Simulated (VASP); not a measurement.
The system is K2B2P.

```xyz
5
Lattice="5.3637 0.0000 0.0000 -2.6818 4.6451 0.0000 0.0000 0.0000 5.0835" Properties=species:S:1:pos:R:3 pbc="T T T"
K     0.0000    3.0967    1.4314
K     2.6819    1.5483    3.6521
B     0.0000    0.0000    1.7775
B     0.0000    0.0000    3.3060
P     0.0000    0.0000    0.0000
```

The cell was built by a generator and needn't be a form met in nature.

```yaml
Program: VASP 6.6.1
Task: relaxation of cell and atoms
Functional: PBEsol
Potentials_or_basis: VASP PAW PBE potentials, release 64 (K_sv, B, P)
Cutoff: 600 eV
k_mesh: 6 × 6 × 5
Occupations: gaussian, width 0.05 eV
Spin: no spin polarisation
```

At the start: pressure -0.9 GPa; volume 25.33 Å³/atom.

**Question.** Where does the relaxation end?

**Answer.** Over 15 steps the energy falls by 2.5 meV/atom and the volume is 24.47 Å³/atom (-3.4 %); space group P-3m1 (No. 164, to 0.05 Å).

Step by step:
| step | energy change (eV) | largest force (eV/Å) | pressure (GPa) | volume (Å³) |
| --- | --- | --- | --- | --- |
| 1 | 0.0000 | 0.1137 | -0.89 | 126.65 |
| 2 | -0.0064 | 0.2564 | 0.01 | 124.09 |
| 3 | -0.0066 | 0.1946 | -0.14 | 124.50 |
| 4 | -0.0117 | 0.1015 | 0.07 | 122.77 |
| 5 | -0.0119 | 0.1575 | 0.12 | 122.45 |
| 6 | -0.0113 | 0.2021 | -0.13 | 122.08 |
| 7 | -0.0126 | 0.0050 | 0.01 | 122.29 |
| 8 | -0.0126 | 0.0051 | 0.00 | 122.29 |
| 9 | -0.0122 | 0.1044 | -0.05 | 122.18 |
| 10 | -0.0126 | 0.0062 | 0.01 | 122.28 |
| 11 | -0.0126 | 0.0097 | 0.01 | 122.30 |
| 12 | -0.0126 | 0.0060 | 0.00 | 122.29 |
| 13 | -0.0126 | 0.0055 | 0.02 | 122.30 |
| 14 | -0.0126 | 0.0051 | 0.00 | 122.33 |
| 15 | -0.0126 | 0.0041 | 0.00 | 122.37 |

Final structure:
```yaml
crystal:
  lattice:
    - [5.28191, -0.00002, 0.00000]
    - [-2.64097, 4.57426, 0.00000]
    - [0.00000, 0.00000, 5.06500]
  atoms:
    - { symbol: K, position: [0.33333, 0.66667, 0.28202] }
    - { symbol: K, position: [0.66667, 0.33333, 0.71798] }
    - { symbol: B, position: [0.00000, 0.00000, 0.34935] }
    - { symbol: B, position: [0.00000, 0.00000, 0.65065] }
    - { symbol: P, position: [0.00000, 0.00000, 0.00000] }
```

Caveat: the PAW data sets were made with another functional, which shifts forces and pressure a little.
